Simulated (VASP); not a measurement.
Consider the following.

```xyz
5
Lattice="6.0052 0.0000 0.0000 0.0000 6.0052 0.0000 0.0000 0.0000 6.0052" Properties=species:S:1:pos:R:3 pbc="T T T"
Cs     0.0000     0.0000     0.0000
Pb     3.0026     3.0026     3.0026
Br     3.0026     0.0000     3.0026
Br     0.0000     3.0026     3.0026
Br     3.0026     3.0026     0.0000
```

These are PBE GGA, VASP's PBE PAW potentials (set 64) (plane waves; VASP) values and carry that method's errors. Run with 500 eV cut-off, 4×4×4 Γ-centred mesh, Gaussian smearing of 0.050 eV, potentials Cs_sv Pb_d Br.

Energy and stress use the plane-wave basis of the starting cell.

Problem. The ions, cell shape and volume at an external pressure of 5.0 GPa are relaxed. What does this cell relax into?

Solution. 
```xyz
5
Lattice="5.6651 0.0000 0.0000 0.0000 5.6651 0.0000 0.0000 0.0000 5.6651" Properties=species:S:1:pos:R:3 pbc="T T T"
Cs     0.0000     0.0000     0.0000
Pb     2.8326     2.8326     2.8326
Br     2.8326     0.0000     2.8326
Br     0.0000     2.8326     2.8326
Br     2.8326     2.8326     0.0000
```
Space group Pm-3m (221), at a tolerance of 0.03 Å.

Problem. How do energy and volume change from the first to the last step?

Solution. The energy (σ→0) changes by +93.2 meV/atom and the volume by -16.0 %, in 3 ionic steps.

The compound is CsPbBr3 in the cubic perovskite structure, the ideal cubic form; the compound distorts at low or room temperature. This run relaxes it under an external pressure of 5 GPa. Symmetry was kept, so distortions that lower it aren't found.
